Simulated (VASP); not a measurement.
The cell holds one Ni (fcc) (111) slab, with vacuum along c, ions free to move until forces fall under 0.03 eV/Å, no reconstruction beyond this cell, dipole correction on.

Input:

```yaml
crystal:
  lattice:
    - [2.44705, 0.00000, 0.00000]
    - [-1.22352, 2.11920, 0.00000]
    - [0.00000, 0.00000, 24.73709]
  atoms:
    - { symbol: Ni, position: [0.66667, 0.33333, 0.33936], spin: 0.8 }
    - { symbol: Ni, position: [0.33333, 0.66667, 0.41913], spin: 0.8 }
    - { symbol: Ni, position: [0.00000, 0.00000, 0.50000], spin: 0.8 }
    - { symbol: Ni, position: [0.66667, 0.33333, 0.58087], spin: 0.8 }
    - { symbol: Ni, position: [0.33333, 0.66667, 0.66064], spin: 0.8 }
```

These are PBEsol GGA, VASP's PBE PAW potentials (set 64) (plane waves; VASP 6.6.1) values and carry that method's errors. Numerical set-up: 400 eV cut-off, 13×13×1 Γ-centred mesh, first-order Methfessel-Paxton smearing of 0.10 eV, potentials Ni.

```json
{
  "surface_energy": "2.27 J/m²",
  "work_function": "5.18 eV",
  "band gap (on the k-mesh)": "none (metal, semimetal or under 0.01 eV)",
  "cell_moment": "3.10 μB"
}
```

Measured: work function 5.36 eV (computed value off by -0.18 eV), as given by Richard Tran et al., Surface Science (2019), arXiv:1902.07811.

The cell is a thin slab with vacuum, built from Ni (fcc): (111) face.
